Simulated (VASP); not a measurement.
Input:

```
PbSn
1.0
    3.39346     0.00208     0.00049
    1.69012     2.94682    -0.00298
    0.00328     0.01318     5.62548
Sn Pb
1 1
Direct
  0.66658   0.66843   0.74996
  0.33342   0.33157   0.25004
```

All values below come from PBEsol GGA, VASP's PBE PAW potentials (set 64) (plane waves; VASP). Numerical set-up: 400 eV cut-off, Gaussian smearing of 0.050 eV, potentials Sn_d Pb_d.

Question: Give the energies of bands 12 to 17 at the high-symmetry points, in eV from the Fermi level.

Answer: 
```csv
band,Γ,X,Z,T2,V2
12,-7.44,-6.18,-6.20,-5.96,-5.95
13,-4.51,-2.77,-2.76,-3.98,-3.97
14,5.89,-1.56,-1.58,-3.90,-3.88
15,5.96,-0.62,-0.61,3.47,3.46
16,7.63,1.54,1.50,3.52,3.50
17,7.76,2.23,2.26,3.72,3.69
```

It has no gap at this level: it comes out as a metal or semimetal.

The structure comes from a computed database's SnPb entry; how it stands against other phases isn't given here. It was relaxed first.
